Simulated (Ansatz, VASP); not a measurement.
# Cross-check of RbZnCl3 between VASP and Ansatz

Wanted: the spread between two codes on one cell, functional and k mesh. The cell is taken from a series of runs on this material, whose earlier steps may have relaxed, scaled, displaced or heated it; both programs get it as it stands.

Method: plane waves, with VASP 6.6.1 beside it; dielectric response at PBE, in Ansatz 0.2.0.

The structure was built from a prototype and need not be the compound's stable phase.

## 1. The starting structure

The structure is cubic, space group Pm-3m (No. 221). Conventional cell: a = 5.009 Å, b = 5.009 Å, c = 5.009 Å, α = 90.00°, β = 90.00°, γ = 90.00°. Nearest to Rb lie 12 Cl at 3.54 Å. Nearest to Zn lie 6 Cl at 2.50 Å. Nearest to Cl lie 2 Zn at 2.50 Å and 4 Rb at 3.54 Å. As first built, before any earlier steps moved the atoms (in the runner's words): all F replaced by Cl and K replaced by Rb in the Pm-3m structure of KZnF3. Farther neighbours and most contacts between anions are not listed.

## 2. VASP: dielectric response, PBE

The response to a field tests empty states and converges slowly with the mesh.

Lines of VASP's logs that name or quote its potential files are left out, and so is its time.

Contents of INCAR:

```
SYSTEM = RbZnCl3
PREC = Accurate
ENCUT = 400
EDIFF = 1E-08
NELM = 120
ISMEAR = 0
SIGMA = 0.01
LREAL = .FALSE.
ALGO = Normal
GGA = PE
NBANDS = 27
LORBIT = 11
LWAVE = .FALSE.
LCHARG = .FALSE.
ISIF = 2
LEPSILON = .TRUE.
LASPH = .TRUE.
GGA_COMPAT = .FALSE.
EFERMI = MIDGAP
KPAR = 2
```

Contents of POSCAR:

```
RbZnCl3
1.0
    5.0087695709      0.0000000000      0.0000000000
    0.0000000000      5.0087695709      0.0000000000
    0.0000000000      0.0000000000      5.0087695709
Rb Zn Cl
1 1 3
Direct
    0.0000000000      0.0000000000      0.0000000000
    0.5000000000      0.5000000000      0.5000000000
    0.5000000000      0.0000000000      0.5000000000
    0.0000000000      0.5000000000      0.5000000000
    0.5000000000      0.5000000000      0.0000000000
```

Contents of KPOINTS:

```
Automatic mesh
0
Gamma
5 5 5
0 0 0
```

The projector-augmented-wave data sets are Rb_sv, Zn and Cl (PBE family, release 64).

Run with:

```sh
$ mpirun -np 2 vasp_std
```

Numbers of over 12 decimals in the logs are rounded to 6 here.

Log:

```text
[banner, memory and clock lines left out]
running    2 mpi-ranks, on    1 nodes
 distrk:  each k-point on    1 cores,    2 groups
 distr:  one band on    1 cores,    1 groups

 POSCAR found type information on POSCAR RbZnCl
 POSCAR found :  3 types and       5 ions
 LDA part: xc-table for (Slater+PW92), standard interpolation
 POSCAR, INCAR and KPOINTS ok, starting setup
 FFT: planning ... GRIDC
 FFT: planning ... GRID_SOFT
 FFT: planning ... GRID
 WAVECAR not read
 entering main loop
       N       E                     dE             d eps       ncg     rms          rms(c)
DAV:   1     0.314499579275E+03    0.31450E+03   -0.16563E+04   540   0.128E+03
DAV:   2     0.139326928122E+02   -0.30057E+03   -0.29013E+03   646   0.302E+02
DAV:   3    -0.149358682845E+02   -0.28869E+02   -0.28773E+02   633   0.104E+02
DAV:   4    -0.156621816787E+02   -0.72631E+00   -0.72544E+00   869   0.170E+01
DAV:   5    -0.156746414995E+02   -0.12460E-01   -0.12457E-01   754   0.176E+00    0.660E+00
DAV:   6    -0.147167539709E+02    0.95789E+00   -0.17273E+00   820   0.411E+01    0.509E+00
DAV:   7    -0.146410349808E+02    0.75719E-01   -0.14667E+00   722   0.711E+00    0.265E+00
DAV:   8    -0.146363700195E+02    0.46650E-02   -0.15385E-01   695   0.394E+00    0.872E-01
DAV:   9    -0.146347051948E+02    0.16648E-02   -0.19564E-02   810   0.279E+00    0.124E-01
DAV:  10    -0.146350519420E+02   -0.34675E-03   -0.32275E-03   663   0.585E-01    0.690E-02
DAV:  11    -0.146352097497E+02   -0.15781E-03   -0.35787E-04   759   0.196E-01    0.179E-02
DAV:  12    -0.146352095713E+02    0.17840E-06   -0.15517E-04   760   0.191E-01    0.667E-03
DAV:  13    -0.146352104196E+02   -0.84834E-06   -0.14589E-05   631   0.555E-02    0.238E-03
DAV:  14    -0.146352102742E+02    0.14543E-06   -0.19455E-06   719   0.921E-03    0.139E-03
DAV:  15    -0.146352103870E+02   -0.11281E-06   -0.18634E-07   615   0.355E-03    0.503E-04
DAV:  16    -0.146352103948E+02   -0.77544E-08   -0.38262E-08   712   0.370E-03
   1 F= -.14635210E+02 E0= -.14635210E+02  d E =0.000000E+00
 Linear response reoptimize wavefunctions to high precision
DAV:   1    -0.146352103628E+02    0.31963E-07   -0.12909E-08   620   0.157E-03
DAV:   2    -0.146352103631E+02   -0.29104E-09   -0.12409E-09   351   0.228E-04
DAV:   3    -0.146352103631E+02   -0.72760E-11   -0.16770E-10   348   0.735E-05
 Linear response G [H, r] |phi>, progress :
  Direction:   1
       N       E                     dE             d eps       ncg     rms
RMM:   1    -0.135734511845E+03   -0.13573E+03    0.35843E+02  1062   0.973E+01
RMM:   2    -0.131953212671E+03    0.37813E+01   -0.17361E+01   952   0.247E+01
RMM:   3    -0.132281916024E+03   -0.32870E+00   -0.18561E+00  1021   0.574E+00
RMM:   4    -0.132340545604E+03   -0.58630E-01   -0.32224E-01  1114   0.171E+00
RMM:   5    -0.132350280233E+03   -0.97346E-02   -0.74936E-02  1174   0.660E-01
RMM:   6    -0.132352009686E+03   -0.17295E-02   -0.19838E-02  1216   0.283E-01
RMM:   7    -0.132352485580E+03   -0.47589E-03   -0.13108E-02  1261   0.132E-01
RMM:   8    -0.132352575905E+03   -0.90325E-04   -0.55727E-03  1251   0.598E-02
RMM:   9    -0.132352601632E+03   -0.25727E-04   -0.46934E-05  1253   0.332E-02
RMM:  10    -0.132352601731E+03   -0.98870E-07    0.29921E-03  1225   0.214E-02
RMM:  11    -0.132352610546E+03   -0.88152E-05    0.40653E-03  1200   0.165E-02
RMM:  12    -0.132352608274E+03    0.22728E-05    0.36513E-03  1193   0.150E-02
RMM:  13    -0.132352610042E+03   -0.17681E-05    0.33150E-03  1179   0.141E-02
RMM:  14    -0.132352615931E+03   -0.58891E-05    0.34553E-03  1165   0.137E-02
RMM:  15    -0.132352603940E+03    0.11991E-04    0.41589E-03  1117   0.135E-02
RMM:  16    -0.132352611826E+03   -0.78864E-05    0.39256E-03  1096   0.134E-02
 Linear response G [H, r] |phi>, progress :
  Direction:   2
       N       E                     dE             d eps       ncg     rms
RMM:   1    -0.137665025312E+03   -0.13767E+03    0.37990E+02  1075   0.101E+02
RMM:   2    -0.135886777544E+03    0.17782E+01   -0.20906E+01   954   0.267E+01
RMM:   3    -0.136215821524E+03   -0.32904E+00   -0.20651E+00  1051   0.636E+00
RMM:   4    -0.136273931902E+03   -0.58110E-01   -0.33280E-01  1153   0.183E+00
RMM:   5    -0.136283625852E+03   -0.96940E-02   -0.78672E-02  1196   0.711E-01
RMM:   6    -0.136285257091E+03   -0.16312E-02   -0.17678E-02  1244   0.298E-01
RMM:   7    -0.136285755925E+03   -0.49883E-03    0.12814E-02  1287   0.135E-01
RMM:   8    -0.136285989281E+03   -0.23336E-03    0.28901E-03  1289   0.619E-02
RMM:   9    -0.136285960788E+03    0.28493E-04    0.34994E-03  1289   0.342E-02
RMM:  10    -0.136285973769E+03   -0.12981E-04    0.60379E-03  1250   0.216E-02
RMM:  11    -0.136285954213E+03    0.19557E-04   -0.30600E-03  1217   0.167E-02
RMM:  12    -0.136285977015E+03   -0.22802E-04    0.77456E-04  1192   0.149E-02
RMM:  13    -0.136285961430E+03    0.15585E-04   -0.39262E-04  1185   0.140E-02
[...]
RMM:  15    -0.130385919527E+03    0.16960E-05   -0.13933E-04  1097   0.980E-03
RMM:  16    -0.130385921091E+03   -0.15641E-05    0.13158E-04  1091   0.965E-03
RMM:  17    -0.130385919914E+03    0.11769E-05   -0.33490E-04  1072   0.956E-03
 Linear response to external field (no local field effect), progress :
  Direction:   1
[...]
RMM:   3    -0.962993975136E+00   -0.59758E-02   -0.13771E-02  1109   0.332E-01
RMM:   4    -0.963537654251E+00   -0.54368E-03   -0.19208E-03  1183   0.105E-01
RMM:   5    -0.963640393466E+00   -0.10274E-03   -0.20245E-04  1185   0.342E-02
RMM:   6    -0.963652298587E+00   -0.11905E-04   -0.15830E-04  1206   0.131E-02
RMM:   7    -0.963654045338E+00   -0.17468E-05    0.46235E-06  1132   0.536E-03
RMM:   8    -0.963654299484E+00   -0.25415E-06    0.79380E-06  1115   0.248E-03
RMM:   9    -0.963654345243E+00   -0.45759E-07   -0.22050E-06  1066   0.134E-03
RMM:  10    -0.963654356586E+00   -0.11343E-07   -0.46313E-06  1035   0.904E-04
RMM:  11    -0.963654361334E+00   -0.47481E-08    0.21529E-06   981   0.739E-04
RMM:  12    -0.963654359830E+00    0.15042E-08   -0.15210E-06   906   0.685E-04
RMM:  13    -0.963654361370E+00   -0.15400E-08   -0.39120E-06   840   0.662E-04
RMM:  14    -0.963654361900E+00   -0.52965E-09    0.55205E-07   792   0.648E-04
RMM:  15    -0.963654360964E+00    0.93560E-09    0.26143E-07   758   0.645E-04
 change of polarisation eV/A/(eV/A) component  3 :    -0.176    -0.179     1.927
 dielectric tensor                  component  3 :    -0.253    -0.258     3.775
 Linear response to external field, progress :
  Direction:   1
       N       E                     dE             d eps       ncg     rms          rms(c)
RMM:   1    -0.941529927020E+00   -0.94153E+00   -0.33652E+00  1887   0.415E+00
RMM:   2    -0.100766914931E+01   -0.66139E-01   -0.41392E-02  1783   0.117E+00    0.198E+00
RMM:   3    -0.938534989987E+00    0.69134E-01   -0.15359E-01  1670   0.151E+00    0.101E+00
RMM:   4    -0.965756498403E+00   -0.27222E-01   -0.92648E-02  1749   0.119E+00    0.349E-01
RMM:   5    -0.997452039973E+00   -0.31696E-01   -0.76538E-03  1847   0.403E-01    0.958E-02
RMM:   6    -0.995590147869E+00    0.18619E-02   -0.13018E-03  1895   0.136E-01    0.264E-02
RMM:   7    -0.996919323835E+00   -0.13292E-02   -0.80903E-04  1943   0.601E-02    0.739E-03
RMM:   8    -0.997054144439E+00   -0.13482E-03   -0.25946E-04  1975   0.204E-02    0.525E-03
RMM:   9    -0.997203373267E+00   -0.14923E-03   -0.45439E-05  1935   0.858E-03    0.109E-03
RMM:  10    -0.997247906447E+00   -0.44533E-04   -0.18474E-05  2129   0.314E-03    0.537E-04
RMM:  11    -0.997242730277E+00    0.51762E-05    0.20780E-06  2141   0.149E-03    0.130E-04
RMM:  12    -0.997239544054E+00    0.31862E-05    0.17880E-06  2095   0.832E-04    0.751E-05
RMM:  13    -0.997237871232E+00    0.16728E-05   -0.28956E-07  1924   0.646E-04    0.340E-05
RMM:  14    -0.997237726864E+00    0.14437E-06    0.20320E-08  1716   0.587E-04    0.274E-05
RMM:  15    -0.997237764054E+00   -0.37191E-07    0.11226E-06  1658   0.566E-04    0.763E-06
 change of polarisation eV/A/(eV/A) component  1 :     1.838    -0.335    -0.202
 dielectric tensor                  component  1 :     3.646    -0.483    -0.291
 Linear response to external field, progress :
  Direction:   2
       N       E                     dE             d eps       ncg     rms          rms(c)
RMM:   1    -0.941596561403E+00   -0.94160E+00   -0.33658E+00  1891   0.415E+00
RMM:   2    -0.100766585555E+01   -0.66069E-01   -0.41486E-02  1784   0.117E+00    0.198E+00
RMM:   3    -0.938539546547E+00    0.69126E-01   -0.15383E-01  1669   0.151E+00    0.101E+00
RMM:   4    -0.965689222716E+00   -0.27150E-01   -0.92028E-02  1743   0.118E+00    0.348E-01
RMM:   5    -0.997351920948E+00   -0.31663E-01   -0.73573E-03  1852   0.398E-01    0.912E-02
RMM:   6    -0.995568323173E+00    0.17836E-02   -0.13067E-03  1906   0.133E-01    0.253E-02
RMM:   7    -0.996910530836E+00   -0.13422E-02   -0.24271E-04  1946   0.578E-02    0.738E-03
RMM:   8    -0.997063213140E+00   -0.15268E-03   -0.26802E-05  1979   0.200E-02    0.528E-03
RMM:   9    -0.997196614239E+00   -0.13340E-03    0.31038E-05  1939   0.852E-03    0.975E-04
RMM:  10    -0.997242446386E+00   -0.45832E-04    0.14967E-05  2146   0.309E-03    0.546E-04
RMM:  11    -0.997238111522E+00    0.43349E-05    0.58522E-06  2128   0.153E-03    0.796E-05
RMM:  12    -0.997233684206E+00    0.44273E-05   -0.50976E-07  2108   0.896E-04    0.666E-05
RMM:  13    -0.997232930642E+00    0.75356E-06    0.12196E-07  1918   0.696E-04    0.337E-05
RMM:  14    -0.997232867769E+00    0.62873E-07    0.15871E-07  1727   0.631E-04    0.299E-05
RMM:  15    -0.997232848905E+00    0.18863E-07   -0.14404E-07  1648   0.610E-04    0.117E-05
RMM:  16    -0.997232655414E+00    0.19349E-06   -0.47621E-08  1490   0.597E-04    0.707E-06
 change of polarisation eV/A/(eV/A) component  2 :    -0.335     1.838    -0.202
 dielectric tensor                  component  2 :    -0.483     3.646    -0.291
 Linear response to external field, progress :
  Direction:   3
       N       E                     dE             d eps       ncg     rms          rms(c)
RMM:   1    -0.942934576803E+00   -0.94293E+00   -0.33792E+00  1883   0.413E+00
RMM:   2    -0.100773305032E+01   -0.64798E-01   -0.41245E-02  1781   0.115E+00    0.198E+00
RMM:   3    -0.938612128200E+00    0.69121E-01   -0.15391E-01  1666   0.150E+00    0.101E+00
RMM:   4    -0.965734756003E+00   -0.27123E-01   -0.92126E-02  1743   0.118E+00    0.349E-01
RMM:   5    -0.997361259124E+00   -0.31627E-01   -0.74063E-03  1844   0.398E-01    0.923E-02
RMM:   6    -0.995569121742E+00    0.17921E-02   -0.13502E-03  1892   0.133E-01    0.256E-02
RMM:   7    -0.996920666582E+00   -0.13515E-02   -0.29803E-04  1937   0.583E-02    0.733E-03
RMM:   8    -0.997059328811E+00   -0.13866E-03   -0.18622E-04  1966   0.198E-02    0.530E-03
RMM:   9    -0.997204237454E+00   -0.14491E-03   -0.40695E-05  1919   0.857E-03    0.960E-04
RMM:  10    -0.997248005677E+00   -0.43768E-04   -0.11357E-05  2134   0.307E-03    0.521E-04
RMM:  11    -0.997243539178E+00    0.44665E-05   -0.35328E-06  2124   0.151E-03    0.938E-05
RMM:  12    -0.997239772684E+00    0.37665E-05    0.63594E-08  2078   0.862E-04    0.635E-05
RMM:  13    -0.997238696591E+00    0.10761E-05    0.90424E-07  1880   0.666E-04    0.321E-05
RMM:  14    -0.997238591632E+00    0.10496E-06    0.91720E-07  1690   0.605E-04    0.292E-05
RMM:  15    -0.997238707913E+00   -0.11628E-06    0.13035E-06  1632   0.585E-04    0.121E-05
RMM:  16    -0.997238508383E+00    0.19953E-06    0.92788E-07  1484   0.575E-04    0.564E-06
 change of polarisation eV/A/(eV/A) component  3 :    -0.200    -0.338     1.838
 dielectric tensor                  component  3 :    -0.287    -0.487     3.646
 Born effective charges drift removed
```

Parts of OUTCAR (step 2):

```text
ion  position               nearest neighbor table
   1  0.000  0.000  0.000-   3 3.54   4 3.54   5 3.54   3 3.54   4 3.54   4 3.54   5 3.54   4 3.54
                             3 3.54   5 3.54   3 3.54   5 3.54   2 4.34   2 4.34   2 4.34   2 4.34
   2  0.500  0.500  0.500-   3 2.50   4 2.50   5 2.50   5 2.50   3 2.50   4 2.50   1 4.34   1 4.34
                             1 4.34   1 4.34   1 4.34   1 4.34   1 4.34   1 4.34
   3  0.500  0.000  0.500-   2 2.50   2 2.50   1 3.54   1 3.54   1 3.54   1 3.54
   4  0.000  0.500  0.500-   2 2.50   2 2.50   1 3.54   1 3.54   1 3.54   1 3.54
   5  0.500  0.500  0.000-   2 2.50   2 2.50   1 3.54   1 3.54   1 3.54   1 3.54

  LATTYP: Found a simple cubic cell.
 ALAT       =     5.0087695709

 Subroutine GETGRP returns: Found 48 space group operations
 (whereof 48 operations were pure point group operations)

The static configuration has the point symmetry O_h .

 Found     10 irreducible k-points:

   k-points           NKPTS =     10   k-points in BZ     NKDIM =     10   number of bands    NBANDS=     27

   dimension x,y,z NGX =    36 NGY =   36 NGZ =   36
   dimension x,y,z NGXF=    72 NGYF=   72 NGZF=   72

   ENCUT  =  400.0 eV  29.40 Ry    5.42 a.u.   8.17  8.17  8.17*2*pi/ulx,y,z

   NELECT =      42.0000    total number of electrons

 k-points in reciprocal lattice and weights: Automatic mesh
   0.00000000  0.00000000  0.00000000       0.008
   0.20000000  0.00000000  0.00000000       0.048
   0.40000000  0.00000000  0.00000000       0.048
   0.20000000  0.20000000  0.00000000       0.096
   0.40000000  0.20000000  0.00000000       0.192
   0.40000000  0.40000000  0.00000000       0.096
   0.20000000  0.20000000  0.20000000       0.064
   0.40000000  0.20000000  0.20000000       0.192
   0.40000000  0.40000000  0.20000000       0.192
   0.40000000  0.40000000  0.40000000       0.064

 average (electrostatic) potential at core
       1 -36.6559       2 -37.8374       3 -93.7178       4 -93.7178       5 -93.7178

  Total       -0.0665877     -0.0665877     -0.0665877     -0.0000000     -0.0000000      0.0000000
  in kB       -0.8490079     -0.8490079     -0.8490079     -0.0000000     -0.0000000      0.0000000
  external PRESSURE =      -0.8490079 kB  Pullay stress =       0.0000000 kB

  energy-cutoff  :      400.00
  volume of cell :      125.66
      direct lattice vectors                 reciprocal lattice vectors
     5.008769571  0.000000000  0.000000000     0.199649831  0.000000000  0.000000000
     0.000000000  5.008769571  0.000000000     0.000000000  0.199649831  0.000000000
     0.000000000  0.000000000  5.008769571     0.000000000  0.000000000  0.199649831

 POSITION                                       TOTAL-FORCE (eV/Angst)
 -----------------------------------------------------------------------------------
      0.00000      0.00000      0.00000         0.000000      0.000000      0.000000
      2.50438      2.50438      2.50438         0.000000      0.000000      0.000000
      2.50438      0.00000      2.50438         0.000000      0.000000      0.000000
      0.00000      2.50438      2.50438         0.000000      0.000000      0.000000
      2.50438      2.50438      0.00000         0.000000      0.000000      0.000000
 -----------------------------------------------------------------------------------
    total drift:                                0.000000      0.000000      0.000000

 MACROSCOPIC STATIC DIELECTRIC TENSOR (including local field effects in DFT)
 ------------------------------------------------------
           3.646151    -0.000000     0.000000
          -0.000000     3.646151    -0.000000
           0.000000     0.000000     3.646151
 ------------------------------------------------------

 PIEZOELECTRIC TENSOR (including local field effects)  for field in x, y, z        (C/m^2)
          XX          YY          ZZ          XY          YZ          ZX
  --------------------------------------------------------------------------------
  x     0.00000     0.00000     0.00000     0.00000     0.00000     0.00000
  y     0.00000     0.00000     0.00000     0.00000     0.00000     0.00000
  z     0.00000     0.00000     0.00000     0.00000     0.00000     0.00000

 BORN EFFECTIVE CHARGES (including local field effects) (in |e|, cummulative output)
 ---------------------------------------------------------------------------------
 ion    1
    1     1.28269     0.00000     0.00000
    2    -0.00000     1.28269     0.00000
    3    -0.00000    -0.00000     1.28269
 ion    2
    1     2.89766     0.00000     0.00000
    2    -0.00000     2.89766     0.00000
    3    -0.00000    -0.00000     2.89766
 ion    3
    1    -0.82637     0.00000     0.00000
    2    -0.00000    -2.52761    -0.00000
    3     0.00000    -0.00000    -0.82637
 ion    4
    1    -2.52761     0.00000     0.00000
    2    -0.00000    -0.82637     0.00000
    3    -0.00000     0.00000    -0.82637
 ion    5
    1    -0.82637     0.00000     0.00000
    2     0.00000    -0.82637     0.00000
    3     0.00000     0.00000    -2.52761
```

[end of part 1 of 2]

[Lines on the potential files, build, host, timing and source positions are cut from VASP's logs without a mark.]

[Logs are printed without paths, hosts, clocks, repeated set-up lines and the standing remarks that a program may print on its own settings, such as how far it seeks lower states.]

[Hosts, paths, dates, database ids (printed as entryN), source tags and the programs' standing remarks are cut or masked in the printed files.]
